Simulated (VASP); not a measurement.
Calculation: PBEsol GGA, VASP's PBE PAW potentials (set 64) (plane waves; VASP 6.6.1).

The input files of a VASP run:

### KPOINTS
```
Regular mesh
0
gamma
 9 9 6
```

INCAR:
```
SYSTEM=RbAlF4
PREC=Accurate; ENCUT=400; LREAL=.FALSE.
LASPH=.TRUE.
EDIFF=1E-6; NELM=100; ALGO=Normal
LMAXMIX=4
ISMEAR=0; SIGMA=0.01
GGA=PS
ISIF=2
LWAVE=.FALSE.; LCHARG=.FALSE.
```

**POSCAR**
```
RbAlF4
1
    3.6411500000     0.0000000000     0.0000000000
    0.0000000000     3.6411500000     0.0000000000
    0.0000000000     0.0000000000     6.2639100000
Rb Al F
1 1 4
Direct
  0.0000000000   0.0000000000   0.0000000000
  0.5000000000   0.5000000000   0.5000000000
  0.5000000000   0.5000000000   0.7816300000
  0.5000000000   0.5000000000   0.2183700000
  0.5000000000   0.0000000000   0.5000000000
  0.0000000000   0.5000000000   0.5000000000
```

POTCAR, in this order: Rb_sv Al F (PBE.64 set). Program: vasp_std.

At this cut-off the stress carries a Pulay error, which pulls relaxed volumes low.

**Question.** Predict the energy per atom (σ→0), pressure, largest force.

**Answer.** 
```json
{
 "energy per atom (σ→0)": "-5.531 eV/atom",
 "pressure": "-7.05 GPa",
 "largest_force": "0.227 eV/Å"
}
```

File OSZICAR:
```
...
DAV:   8    -0.331845323335E+02    0.14680E-01   -0.87385E-02  3408   0.267E+00    0.514E-01
DAV:   9    -0.331830777621E+02    0.14546E-02   -0.19864E-02  3704   0.111E+00    0.188E-01
DAV:  10    -0.331842242497E+02   -0.11465E-02   -0.32911E-03  3456   0.440E-01    0.107E-01
DAV:  11    -0.331844948361E+02   -0.27059E-03   -0.86028E-04  3432   0.275E-01    0.285E-02
DAV:  12    -0.331844894224E+02    0.54137E-05   -0.10657E-04  3640   0.927E-02    0.591E-03
DAV:  13    -0.331844951458E+02   -0.57234E-05   -0.19607E-05  3120   0.349E-02    0.641E-03
DAV:  14    -0.331844946172E+02    0.52862E-06   -0.33220E-06  3224   0.164E-02
   1 F= -.33184495E+02 E0= -.33184495E+02  d E =-.150107E-22
```

The structure comes from a computed database's RbAlF4 entry (P4/mmm); how it stands against other phases isn't given here. The cell was not relaxed at this level. The run is one of a series of settings (GGA = PS, POTCAR Rb_sv Al F (PBE.64 set) against the base run), some of them coarse on purpose.
